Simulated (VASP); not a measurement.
Here is the system:

```
CELL_PARAMETERS angstrom
      0.00000     3.37074     3.37074
      3.37074     0.00000     3.37074
      3.37074     3.37074     0.00000
ATOMIC_POSITIONS crystal
  Sn 0.00000 0.00000 0.00000
  Te 0.25000 0.25000 0.25000
```

Level of theory: PBEsol GGA, VASP's PBE PAW potentials (set 64) (plane waves; VASP). Run with 500 eV cut-off, 9×9×9 Γ-centred mesh, first-order Methfessel-Paxton smearing of 0.10 eV, potentials Sn_d Te.

Energy and stress use the plane-wave basis of the starting cell.

Problem. The ions, cell shape and volume at an external pressure of 10.0 GPa are relaxed. Give the cell that the relaxation ends in.

Solution. 
```
CELL_PARAMETERS angstrom
      0.00000     3.27016     3.27016
      3.27016     0.00000     3.27016
      3.27016     3.27016     0.00000
ATOMIC_POSITIONS crystal
  Sn 0.00000 0.00000 0.00000
  Te 0.25000 0.25000 0.25000
```
Space group F-43m (216), at a tolerance of 0.03 Å.

Problem. How do energy and volume change from the first to the last step?

Solution. The energy (σ→0) changes by +152.2 meV/atom and the volume by -8.7 %, in 3 ionic steps.

The structure was generated: SnTe was put into the zinc blende type (F-43m), which need not be its known phase. This run relaxes it under an external pressure of 10 GPa. Symmetry was kept, so distortions that lower it aren't found.
